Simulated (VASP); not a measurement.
# WTe (relaxed from the CsCl type structure, space group Pm-3m): computed properties

Computed with PBEsol GGA, VASP's PBE PAW potentials (set 64) (plane waves; VASP).

| Item | Result |
|---|---|
| space group | Pm-3m (221) |
| cell | a = b = c = 3.302 Å, α = β = γ = 90.00° |
| volume per atom | 18.00 Å^3/atom |
| band gap (over mesh and band path) | none (metal, semimetal or under 0.01 eV) |
| density | 14.36 g/cm³ |

```xyz
2
Lattice="3.3020 0.0000 0.0000 0.0000 3.3020 0.0000 0.0000 0.0000 3.3020" Properties=species:S:1:pos:R:3 pbc="T T T"
W      0.0000     0.0000     0.0000
Te     1.6510     1.6510     1.6510
```

Unless said otherwise, spin-orbit coupling is left out, though it shifts the bands of the heavy elements here.

The structure was generated: WTe was put into the CsCl type type (Pm-3m), which need not be its known phase. It was relaxed first, which changed the volume by -39 %. Symmetry was kept, so distortions that lower it aren't found.
